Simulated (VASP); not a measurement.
These are r2SCAN+rVV10, VASP's PBE PAW potentials (set 64) (plane waves; VASP) values and carry that method's errors.

VASP input:

File KPOINTS:
```
Automatic mesh
0
Gamma
13 13 1
0 0 0
```

POSCAR:
```
C bilayer
1
    2.4585565160    -0.0000000000     0.0000000000
   -1.2292782581     2.1291719098    -0.0000000000
    0.0000000000     0.0000000000    19.3777343128
C
4
Direct
  1.0000000000   0.0000000000   0.4133912323
  0.6666670000   0.3333330000   0.4133018920
  0.0000000000   0.0000000000   0.5866087677
  0.3333330000   0.6666670000   0.5866981080
```

**INCAR**
```
ALGO = Normal
BPARAM = 11.95
CPARAM = 0.0093
EDIFF = 1E-6
EDIFFG = -0.02
ENCUT = 520
IBRION = 2
ISIF = 4
ISMEAR = 1
LASPH = .TRUE.
LCHARG = .FALSE.
LMIXTAU = .TRUE.
LREAL = .FALSE.
LUSE_VDW = .TRUE.
LWAVE = .FALSE.
METAGGA = R2SCAN
NELM = 100
NSW = 60
PREC = Accurate
SIGMA = 0.1
SYSTEM = C bilayer
```

POTCAR, in this order: C (PBE.64 set). Program: vasp_std.

Output

OUTCAR:
```
 ion  position               nearest neighbor table
   1  0.000  0.000  0.413-   2 1.42   2 1.42   2 1.42
   2  0.667  0.333  0.413-   1 1.42   1 1.42   1 1.42
   3  0.000  0.000  0.587-   4 1.42   4 1.42   4 1.42
   4  0.333  0.667  0.587-   3 1.42   3 1.42   3 1.42
  LATTYP: Found a hexagonal cell.
 ALAT       =     2.4585565160
 C/A-ratio  =     7.8817526409
 Subroutine PRICEL returns:
 Original cell was already a primitive cell.
 Subroutine GETGRP returns: Found 12 space group operations
The static configuration has the point symmetry D_3d.
The dynamic configuration has the point symmetry D_3d.
 Subroutine INISYM returns: Found 12 space group operations
 Subroutine IBZKPT returns following result:
 Found     21 irreducible k-points:

 Following reciprocal coordinates:
            Coordinates               Weight
  0.000000  0.000000  0.000000      1.000000
  0.076923 -0.000000  0.000000      6.000000
  0.153846 -0.000000  0.000000      6.000000
  0.230769 -0.000000  0.000000      6.000000
  0.307692 -0.000000  0.000000      6.000000
  0.384615  0.000000  0.000000      6.000000
  0.461538 -0.000000  0.000000      6.000000
  0.076923  0.076923  0.000000      6.000000
  0.153846  0.076923  0.000000     12.000000
  0.230769  0.076923  0.000000     12.000000
  0.307692  0.076923  0.000000     12.000000
  0.384615  0.076923  0.000000     12.000000
  0.461538  0.076923  0.000000      6.000000
  0.153846  0.153846  0.000000      6.000000
  0.230769  0.153846  0.000000     12.000000
  0.307692  0.153846  0.000000     12.000000
  0.384615  0.153846  0.000000     12.000000
  0.230769  0.230769  0.000000      6.000000
  0.307692  0.230769  0.000000     12.000000
  0.384615  0.230769  0.000000      6.000000
  0.307692  0.307692  0.000000      6.000000
...
```

OSZICAR:
```
       N       E                     dE             d eps       ncg     rms          rms(c)
DAV:   1     0.114778001264E+03    0.11478E+03   -0.68627E+03   504   0.107E+03
DAV:   2    -0.328954698494E+02   -0.14767E+03   -0.13321E+03   816   0.235E+02
DAV:   3    -0.448893810857E+02   -0.11994E+02   -0.11901E+02   600   0.788E+01
DAV:   4    -0.451383964627E+02   -0.24902E+00   -0.24826E+00   644   0.140E+01
DAV:   5    -0.451462403939E+02   -0.78439E-02   -0.78252E-02   644   0.235E+00    0.825E+00
DAV:   6    -0.422449079486E+02    0.29013E+01   -0.19655E+00   600   0.104E+01    0.590E+00
DAV:   7    -0.393595242245E+02    0.28854E+01   -0.72027E-01   632   0.694E+00    0.135E+00
DAV:   8    -0.416962370055E+02   -0.23367E+01   -0.74801E-01   556   0.725E+00    0.161E+00
DAV:   9    -0.405019627897E+02    0.11943E+01   -0.15176E-01   604   0.401E+00    0.519E-01
DAV:  10    -0.401534986402E+02    0.34846E+00   -0.28096E-02   564   0.232E+00    0.289E-01
DAV:  11    -0.401873144242E+02   -0.33816E-01   -0.20009E-02   612   0.201E+00    0.128E-01
DAV:  12    -0.392318431299E+02    0.95547E+00   -0.19955E-01   580   0.384E+00    0.204E-01
DAV:  13    -0.392348037478E+02   -0.29606E-02   -0.28587E-03   564   0.564E-01    0.224E-01
DAV:  14    -0.392587795686E+02   -0.23976E-01   -0.49194E-03   528   0.915E-01    0.237E-01
DAV:  15    -0.392240309144E+02    0.34749E-01   -0.10332E-02   544   0.126E+00    0.222E-01
DAV:  16    -0.392790440231E+02   -0.55013E-01   -0.19565E-02   504   0.165E+00    0.129E-01
DAV:  17    -0.393026637265E+02   -0.23620E-01   -0.26207E-02   552   0.160E+00    0.156E-01
DAV:  18    -0.392902841986E+02    0.12380E-01   -0.37238E-03   568   0.647E-01    0.204E-01
DAV:  19    -0.392847804054E+02    0.55038E-02   -0.27215E-04   548   0.183E-01    0.199E-01
DAV:  20    -0.392460612354E+02    0.38719E-01   -0.56103E-03   572   0.772E-01    0.172E-01
DAV:  21    -0.392631608222E+02   -0.17100E-01   -0.18129E-03   568   0.385E-01    0.909E-02
DAV:  22    -0.392721200173E+02   -0.89592E-02   -0.36030E-04   548   0.184E-01    0.686E-02
DAV:  23    -0.392768418355E+02   -0.47218E-02   -0.25078E-04   564   0.142E-01    0.402E-02
DAV:  24    -0.392882817137E+02   -0.11440E-01   -0.14028E-03   564   0.311E-01    0.823E-02
DAV:  25    -0.392932231205E+02   -0.49414E-02   -0.29880E-04   548   0.181E-01    0.704E-02
DAV:  26    -0.392989836377E+02   -0.57605E-02   -0.68003E-04   536   0.279E-01    0.457E-02
DAV:  27    -0.392990185381E+02   -0.34900E-04   -0.30258E-05   604   0.576E-02    0.367E-02
DAV:  28    -0.392995923259E+02   -0.57379E-03   -0.86132E-04   524   0.292E-01    0.315E-02
DAV:  29    -0.392981504980E+02    0.14418E-02   -0.42562E-04   512   0.270E-01    0.164E-02
DAV:  30    -0.392976093836E+02    0.54111E-03   -0.12173E-04   544   0.163E-01    0.163E-02
DAV:  31    -0.392976020533E+02    0.73302E-05   -0.30129E-05   528   0.797E-02    0.154E-02
DAV:  32    -0.392982779329E+02   -0.67588E-03   -0.49948E-05   532   0.953E-02    0.693E-03
DAV:  33    -0.392977131301E+02    0.56480E-03   -0.84521E-06   564   0.275E-02    0.468E-03
DAV:  34    -0.392982680263E+02   -0.55490E-03   -0.10848E-04   504   0.163E-01    0.326E-03
DAV:  35    -0.392987693425E+02   -0.50132E-03   -0.77954E-05   504   0.141E-01    0.267E-03
DAV:  36    -0.392988283931E+02   -0.59051E-04   -0.80205E-07   480   0.116E-02    0.258E-03
DAV:  37    -0.392988350362E+02   -0.66430E-05   -0.50863E-07   376   0.125E-02    0.257E-03
DAV:  38    -0.392997496384E+02   -0.91460E-03   -0.12413E-04   504   0.165E-01    0.215E-03
DAV:  39    -0.393001542860E+02   -0.40465E-03   -0.61434E-05   520   0.110E-01    0.169E-03
DAV:  40    -0.393002948731E+02   -0.14059E-03   -0.15424E-05   544   0.573E-02    0.145E-03
DAV:  41    -0.393003042196E+02   -0.93464E-05   -0.21331E-07   440   0.660E-03    0.135E-03
DAV:  42    -0.393004324427E+02   -0.12822E-03   -0.22934E-05   504   0.668E-02    0.521E-04
DAV:  43    -0.393004691517E+02   -0.36709E-04   -0.66087E-06   504   0.317E-02    0.668E-04
DAV:  44    -0.393004910793E+02   -0.21928E-04   -0.16270E-06   480   0.176E-02    0.605E-04
DAV:  45    -0.393005038265E+02   -0.12747E-04   -0.10769E-06   484   0.132E-02    0.350E-04
DAV:  46    -0.393005062206E+02   -0.23941E-05   -0.15389E-07   408   0.517E-03    0.313E-04
DAV:  47    -0.393005059210E+02    0.29954E-06   -0.10942E-07   352   0.418E-03
   1 F= -.39300506E+02 E0= -.39300575E+02  d E =-.393005E+02
       N       E                     dE             d eps       ncg     rms          rms(c)
DAV:   1    -0.393008399067E+02   -0.33369E-03   -0.25851E-02   560   0.148E+00    0.661E-02
DAV:   2    -0.393002415923E+02    0.59831E-03   -0.37862E-04   512   0.192E-01    0.397E-02
DAV:   3    -0.393001829191E+02    0.58673E-04   -0.40301E-04   520   0.219E-01    0.914E-03
DAV:   4    -0.393005210197E+02   -0.33810E-03   -0.17124E-04   524   0.174E-01    0.667E-03
DAV:   5    -0.393005705504E+02   -0.49531E-04   -0.18360E-05   596   0.533E-02    0.272E-03
DAV:   6    -0.393005492563E+02    0.21294E-04   -0.75148E-06   524   0.318E-02    0.107E-03
DAV:   7    -0.393005823781E+02   -0.33122E-04   -0.35200E-06   512   0.236E-02    0.735E-04
DAV:   8    -0.393005937341E+02   -0.11356E-04   -0.22803E-06   540   0.153E-02    0.644E-04
DAV:   9    -0.393006006595E+02   -0.69253E-05   -0.18683E-06   544   0.166E-02    0.330E-04
DAV:  10    -0.393006091928E+02   -0.85333E-05   -0.73611E-07   400   0.960E-03    0.186E-04
DAV:  11    -0.393006116170E+02   -0.24243E-05   -0.30965E-07   396   0.452E-03    0.110E-04
DAV:  12    -0.393006114177E+02    0.19939E-06   -0.24706E-07   400   0.554E-03
   2 F= -.39300611E+02 E0= -.39300680E+02  d E =-.105497E-03
       N       E                     dE             d eps       ncg     rms          rms(c)
DAV:   1    -0.393006472006E+02   -0.35584E-04   -0.19361E-03   520   0.404E-01    0.181E-02
DAV:   2    -0.393006145221E+02    0.32678E-04   -0.25705E-05   532   0.469E-02    0.108E-02
DAV:   3    -0.393006095661E+02    0.49560E-05   -0.22047E-05   544   0.429E-02    0.255E-03
DAV:   4    -0.393006215268E+02   -0.11961E-04   -0.51323E-06   548   0.298E-02    0.181E-03
DAV:   5    -0.393006250576E+02   -0.35308E-05   -0.11711E-06   432   0.142E-02    0.750E-04
DAV:   6    -0.393006256737E+02   -0.61611E-06   -0.73042E-07   344   0.100E-02
   3 F= -.39300626E+02 E0= -.39300694E+02  d E =-.119753E-03
```

### OUTCAR
```
------------------------ aborting loop because EDIFF is reached ----------------------------------------
  FORCE on cell =-STRESS in cart. coord.  units (eV):
  Direction    XX          YY          ZZ          XY          YZ          ZX
  --------------------------------------------------------------------------------------
  Total       -0.0206513     -0.0206512     -0.0015825      0.0000000     -0.0000000      0.0000000
  in kB       -0.3261844     -0.3261842     -0.0249954      0.0000000     -0.0000000      0.0000000
  external PRESSURE =      -0.2257880 kB  Pullay stress =       0.0000000 kB
  volume of cell :      101.44
      direct lattice vectors                 reciprocal lattice vectors
     2.457501441  0.000000000  0.000000000     0.406917361  0.234933902 -0.000000000
    -1.228750720  2.128258189 -0.000000000    -0.000000000  0.469867803 -0.000000000
     0.000000000  0.000000000 19.394376702    -0.000000000  0.000000000  0.051561337
 POSITION                                       TOTAL-FORCE (eV/Angst)
 -----------------------------------------------------------------------------------
     -1.22875      2.12826      8.01629         0.000000      0.000000      0.001063
      1.22875      0.70942      8.01654         0.000000      0.000000     -0.010718
     -0.00000      0.00000     11.37809         0.000000     -0.000000     -0.001063
     -0.00000      1.41884     11.37784        -0.000000     -0.000000      0.010718
 -----------------------------------------------------------------------------------
    total drift:                                0.000000      0.000000      0.000000
  FREE ENERGIE OF THE ION-ELECTRON SYSTEM (eV)
  ---------------------------------------------------
  free  energy   TOTEN  =       -39.3006256737 eV

  energy  without entropy=      -39.3008315165  energy(sigma->0) =      -39.30069429

 reached required accuracy - stopping structural energy minimisation
```
(Selected blocks of OUTCAR.)

**CONTCAR**
```
C bilayer
   1.00000000000000
     2.4575014405427602    0.0000000000001421    0.0000000000000000
    -1.2287507203712142    2.1282581890660550   -0.0000000000000000
     0.0000000000000000    0.0000000000000000   19.3943767015828250
  C
     4
Direct
     0.0000000000000000    1.0000000000000000    0.4133306647061674
     0.6666669999999968    0.3333330000000032    0.4133433359469524
     0.0000000000000000    0.0000000000000000    0.5866693352938325
     0.3333330000000032    0.6666669999999968    0.5866566640530475
```

The cell holds a wide vacuum, so values per volume refer to the whole cell.

The cell is a sheet with vacuum, built from a generated structure.
